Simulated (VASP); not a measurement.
Energy against volume of Na2S (antifluorite). All values below come from PBE GGA with D3 dispersion (zero damping), VASP's PBE PAW potentials (set 64) (plane waves; VASP 6.6.1). Settings: 520 eV cut-off, 6×6×6 Γ-centred mesh, Gaussian smearing of 0.050 eV, potentials Na_pv S.

| V (Å³/atom) | E (eV/atom) |
|---|---|
| 21.616 | -3.52299 |
| 22.285 | -3.52580 |
| 22.953 | -3.52476 |
| 23.622 | -3.52047 |

**Question.** Fit these four points and predict the energy of the run at 20.947 Å³/atom.

**Answer.** A cubic in V^(−2/3), the third-order Birch-Murnaghan form, passes through the four points with V0 = 22.42 Å³/atom and B0 = 30 GPa, and gives -3.5156 eV/atom there. The run gave -3.5156 eV/atom, +0.0 meV/atom from the fit; all five points give B0 = 30 GPa.

The compound is Na2S in the antifluorite structure. It was relaxed first.
